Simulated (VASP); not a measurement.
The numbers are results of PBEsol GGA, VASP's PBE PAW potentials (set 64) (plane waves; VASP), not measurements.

Input for VASP

POSCAR:
```
WSe2
1
    1.6354498788    -2.8326819616    -0.0000000000
    1.6354498788     2.8326819616    -0.0000000000
    0.0000000000    -0.0000000000    13.0183408308
W Se
2 4
Direct
  0.3333330000   0.6666670000   0.2500000000
  0.6666670000   0.3333330000   0.7500000000
  0.3333330000   0.6666670000   0.8789491109
  0.6666670000   0.3333330000   0.3789491109
  0.6666670000   0.3333330000   0.1210508891
  0.3333330000   0.6666670000   0.6210508891
```

### INCAR
```
SYSTEM = WSe2
PREC = Accurate; ENCUT = 400; LREAL = .False.
LASPH = .True.
EDIFF = 1E-6; NELM = 100; ALGO = Normal
LMAXMIX = 6
ISMEAR = 0; SIGMA = 0.05
GGA = PS
IBRION = 2; NSW = 60; ISIF = 3
EDIFFG = -0.02
LWAVE = .False.; LCHARG = .False.
```

File KPOINTS:
```
Automatic mesh
0
gamma
 7 7 2
```

POTCAR, in this order: W_sv Se (PBE.64 set). Program: vasp_std.

Output

File OSZICAR:
```
...
       N       E                     dE             d eps       ncg     rms          rms(c)
DAV:   1    -0.465485927775E+02   -0.89392E-03   -0.23002E-02  1104   0.120E+00    0.254E-01
DAV:   2    -0.465479601043E+02    0.63267E-03   -0.37424E-03  1191   0.400E-01    0.743E-02
DAV:   3    -0.465478268904E+02    0.13321E-03   -0.57475E-04  1206   0.978E-02    0.324E-02
DAV:   4    -0.465478009315E+02    0.25959E-04   -0.10355E-04  1139   0.630E-02    0.329E-02
DAV:   5    -0.465477985084E+02    0.24231E-05   -0.14081E-05  1280   0.219E-02    0.146E-02
DAV:   6    -0.465477956473E+02    0.28611E-05   -0.98889E-06  1120   0.136E-02    0.396E-03
DAV:   7    -0.465477956235E+02    0.23750E-07   -0.10578E-06   629   0.702E-03
   3 F= -.46547796E+02 E0= -.46547796E+02  d E =-.530339E-03
       N       E                     dE             d eps       ncg     rms          rms(c)
DAV:   1    -0.465480691288E+02   -0.27348E-03   -0.79513E-03  1034   0.451E-01    0.522E-02
DAV:   2    -0.465480401375E+02    0.28991E-04   -0.57743E-04  1087   0.139E-01    0.279E-02
DAV:   3    -0.465480350022E+02    0.51352E-05   -0.22473E-05  1099   0.250E-02    0.212E-02
DAV:   4    -0.465480328971E+02    0.21051E-05   -0.89363E-06  1040   0.132E-02    0.107E-02
DAV:   5    -0.465480329104E+02   -0.13311E-07   -0.18702E-06   801   0.896E-03
   4 F= -.46548033E+02 E0= -.46548033E+02  d E =-.237287E-03
       N       E                     dE             d eps       ncg     rms          rms(c)
DAV:   1    -0.465484087843E+02   -0.37589E-03   -0.21563E-02  1020   0.742E-01    0.865E-02
DAV:   2    -0.465483276142E+02    0.81170E-04   -0.15569E-03  1059   0.228E-01    0.457E-02
DAV:   3    -0.465483136418E+02    0.13972E-04   -0.60837E-05  1213   0.411E-02    0.350E-02
DAV:   4    -0.465483076897E+02    0.59522E-05   -0.23730E-05  1044   0.213E-02    0.180E-02
DAV:   5    -0.465483077205E+02   -0.30825E-07   -0.54243E-06   997   0.147E-02
   5 F= -.46548308E+02 E0= -.46548308E+02  d E =-.512097E-03
       N       E                     dE             d eps       ncg     rms          rms(c)
DAV:   1    -0.465488360755E+02   -0.52839E-03   -0.86263E-02  1013   0.148E+00    0.174E-01
DAV:   2    -0.465485055582E+02    0.33052E-03   -0.62356E-03  1037   0.457E-01    0.917E-02
DAV:   3    -0.465484497014E+02    0.55857E-04   -0.24216E-04  1198   0.822E-02    0.705E-02
DAV:   4    -0.465484250004E+02    0.24701E-04   -0.95618E-05  1163   0.422E-02    0.359E-02
DAV:   5    -0.465484250097E+02   -0.92969E-08   -0.22864E-05  1252   0.284E-02    0.194E-02
DAV:   6    -0.465484238034E+02    0.12063E-05   -0.84971E-06  1076   0.154E-02    0.409E-03
DAV:   7    -0.465484239174E+02   -0.11392E-06   -0.49896E-07   615   0.406E-03
   6 F= -.46548424E+02 E0= -.46548424E+02  d E =-.628294E-03
       N       E                     dE             d eps       ncg     rms          rms(c)
DAV:   1    -0.465484953583E+02   -0.71555E-04   -0.90366E-03  1020   0.479E-01    0.555E-02
DAV:   2    -0.465484587817E+02    0.36577E-04   -0.65602E-04  1031   0.148E-01    0.297E-02
DAV:   3    -0.465484526505E+02    0.61312E-05   -0.25618E-05  1100   0.267E-02    0.227E-02
DAV:   4    -0.465484497669E+02    0.28836E-05   -0.96736E-06  1012   0.136E-02    0.117E-02
DAV:   5    -0.465484496914E+02    0.75534E-07   -0.23122E-06   833   0.983E-03
   7 F= -.46548450E+02 E0= -.46548450E+02  d E =-.654068E-03
       N       E                     dE             d eps       ncg     rms          rms(c)
DAV:   1    -0.465489075021E+02   -0.45774E-03   -0.13061E-02   999   0.753E-01    0.112E-01
DAV:   2    -0.465486707956E+02    0.23671E-03   -0.19494E-03  1147   0.274E-01    0.494E-02
DAV:   3    -0.465486277599E+02    0.43036E-04   -0.14884E-04  1114   0.575E-02    0.233E-02
DAV:   4    -0.465486146935E+02    0.13066E-04   -0.39582E-05  1097   0.335E-02    0.154E-02
DAV:   5    -0.465486138065E+02    0.88698E-06   -0.28129E-06   918   0.105E-02
   8 F= -.46548614E+02 E0= -.46548614E+02  d E =-.164115E-03
       N       E                     dE             d eps       ncg     rms          rms(c)
DAV:   1    -0.465516871300E+02   -0.30724E-02   -0.11829E-01   999   0.227E+00    0.334E-01
DAV:   2    -0.465495467779E+02    0.21404E-02   -0.17440E-02  1140   0.820E-01    0.147E-01
DAV:   3    -0.465491638159E+02    0.38296E-03   -0.13249E-03  1130   0.172E-01    0.701E-02
DAV:   4    -0.465490457726E+02    0.11804E-03   -0.36260E-04  1118   0.102E-01    0.470E-02
DAV:   5    -0.465490413300E+02    0.44426E-05   -0.24852E-05  1270   0.297E-02    0.232E-02
DAV:   6    -0.465490382503E+02    0.30797E-05   -0.10904E-05  1072   0.152E-02    0.331E-03
DAV:   7    -0.465490381162E+02    0.13406E-06   -0.19595E-06   659   0.813E-03
   9 F= -.46549038E+02 E0= -.46549038E+02  d E =-.588425E-03
       N       E                     dE             d eps       ncg     rms          rms(c)
DAV:   1    -0.465601353918E+02   -0.11097E-01   -0.47157E-01   999   0.453E+00    0.668E-01
DAV:   2    -0.465516303410E+02    0.85051E-02   -0.69955E-02  1140   0.164E+00    0.295E-01
DAV:   3    -0.465500994587E+02    0.15309E-02   -0.52975E-03  1129   0.345E-01    0.141E-01
DAV:   4    -0.465496332501E+02    0.46621E-03   -0.14244E-03  1125   0.199E-01    0.932E-02
DAV:   5    -0.465496137540E+02    0.19496E-04   -0.11028E-04  1225   0.633E-02    0.489E-02
DAV:   6    -0.465496033740E+02    0.10380E-04   -0.43340E-05  1230   0.315E-02    0.630E-03
DAV:   7    -0.465496025942E+02    0.77980E-06   -0.81772E-06  1004   0.148E-02
  10 F= -.46549603E+02 E0= -.46549603E+02  d E =-.115290E-02
       N       E                     dE             d eps       ncg     rms          rms(c)
DAV:   1    -0.465915550652E+02   -0.41952E-01   -0.18755E+00   992   0.903E+00    0.134E+00
DAV:   2    -0.465577686369E+02    0.33786E-01   -0.27878E-01  1126   0.329E+00    0.590E-01
DAV:   3    -0.465516868107E+02    0.60818E-02   -0.21222E-02  1122   0.692E-01    0.286E-01
DAV:   4    -0.465498199968E+02    0.18668E-02   -0.56150E-03  1132   0.390E-01    0.186E-01
DAV:   5    -0.465497357205E+02    0.84276E-04   -0.46007E-04  1203   0.129E-01    0.996E-02
DAV:   6    -0.465496966086E+02    0.39112E-04   -0.18271E-04  1230   0.652E-02    0.120E-02
DAV:   7    -0.465496936588E+02    0.29498E-05   -0.32423E-05  1118   0.292E-02    0.487E-03
DAV:   8    -0.465496941047E+02   -0.44591E-06   -0.98058E-07   769   0.632E-03
  11 F= -.46549694E+02 E0= -.46549694E+02  d E =-.124441E-02
       N       E                     dE             d eps       ncg     rms          rms(c)
DAV:   1    -0.465560690662E+02   -0.63754E-02   -0.28071E-01   999   0.347E+00    0.508E-01
DAV:   2    -0.465509673473E+02    0.51017E-02   -0.40587E-02  1117   0.125E+00    0.224E-01
DAV:   3    -0.465500988830E+02    0.86846E-03   -0.29019E-03  1138   0.258E-01    0.108E-01
DAV:   4    -0.465498294405E+02    0.26944E-03   -0.82840E-04  1125   0.151E-01    0.706E-02
DAV:   5    -0.465498214006E+02    0.80399E-05   -0.65781E-05  1241   0.492E-02    0.373E-02
DAV:   6    -0.465498165772E+02    0.48234E-05   -0.26762E-05  1133   0.248E-02    0.485E-03
DAV:   7    -0.465498159450E+02    0.63216E-06   -0.50288E-06   948   0.122E-02
  12 F= -.46549816E+02 E0= -.46549816E+02  d E =-.136625E-02
       N       E                     dE             d eps       ncg     rms          rms(c)
DAV:   1    -0.465500914995E+02   -0.27492E-03   -0.91375E-03  1062   0.592E-01    0.694E-02
DAV:   2    -0.465500094773E+02    0.82022E-04   -0.61975E-04  1139   0.119E-01    0.412E-02
DAV:   3    -0.465499816135E+02    0.27864E-04   -0.10192E-04  1201   0.594E-02    0.295E-02
DAV:   4    -0.465499761728E+02    0.54407E-05   -0.19547E-05  1179   0.223E-02    0.170E-02
DAV:   5    -0.465499760739E+02    0.98893E-07   -0.36752E-06   944   0.888E-03
  13 F= -.46549976E+02 E0= -.46549976E+02  d E =-.160129E-03
```

**OUTCAR**
```
------------------------ aborting loop because EDIFF is reached ----------------------------------------
  FORCE on cell =-STRESS in cart. coord.  units (eV):
  Direction    XX          YY          ZZ          XY          YZ          ZX
  --------------------------------------------------------------------------------------
  Total       -0.0919846     -0.0919846     -0.0170313      0.0000000      0.0000000      0.0000000
  in kB       -1.2021742     -1.2021739     -0.2225868      0.0000000      0.0000000      0.0000000
  external PRESSURE =      -0.8756450 kB  Pullay stress =       0.0000000 kB
  volume of cell :      122.59
      direct lattice vectors                 reciprocal lattice vectors
     1.637471990 -2.836184360 -0.000000000     0.305348735 -0.176293194 -0.000000000
     1.637471990  2.836184360 -0.000000000     0.305348735  0.176293194 -0.000000000
     0.000000000 -0.000000000 13.198356613     0.000000000 -0.000000000  0.075767009
 POSITION                                       TOTAL-FORCE (eV/Angst)
 -----------------------------------------------------------------------------------
      1.63747      0.94540      3.29959         0.000000     -0.000000      0.000000
      1.63747     -0.94540      9.89877        -0.000000     -0.000000      0.000000
      1.63747      0.94540     11.57480        -0.000000      0.000000     -0.001175
      1.63747     -0.94540      4.97563        -0.000000      0.000000     -0.001175
      1.63747     -0.94540      1.62355         0.000000      0.000000      0.001175
      1.63747      0.94540      8.22273        -0.000000     -0.000000      0.001175
 -----------------------------------------------------------------------------------
    total drift:                               -0.000136      0.001059     -0.000034
  FREE ENERGIE OF THE ION-ELECTRON SYSTEM (eV)
  ---------------------------------------------------
  free  energy   TOTEN  =       -46.5499760739 eV

  energy  without entropy=      -46.5499760739  energy(sigma->0) =      -46.54997607

 reached required accuracy - stopping structural energy minimisation
```
(Selected blocks of OUTCAR.)

**CONTCAR**
```
WSe2
   1.00000000000000
     1.6374719902106856   -2.8361843601195642   -0.0000000000000000
     1.6374719902106856    2.8361843601195642   -0.0000000000000000
     0.0000000000000000   -0.0000000000000000   13.1983566127184400
  W               Se
     2     4
Direct
     0.3333330000000032    0.6666669999999968    0.2500000000000000
     0.6666669999999968    0.3333330000000032    0.7500000000000000
     0.3333330000000032    0.6666669999999968    0.8769883313004264
     0.6666669999999968    0.3333330000000032    0.3769883313004266
     0.6666669999999968    0.3333330000000032    0.1230116686995734
     0.3333330000000032    0.6666669999999968    0.6230116686995736
```

Without a dispersion term in the relaxation, distances and binding between the weakly bound layers, chains or molecules are unreliable, and so is what depends on them.

The compound is WSe2 in the 2H layered structure. This run relaxes it. Symmetry was kept, so distortions that lower it aren't found. The start is the result of an earlier pass.
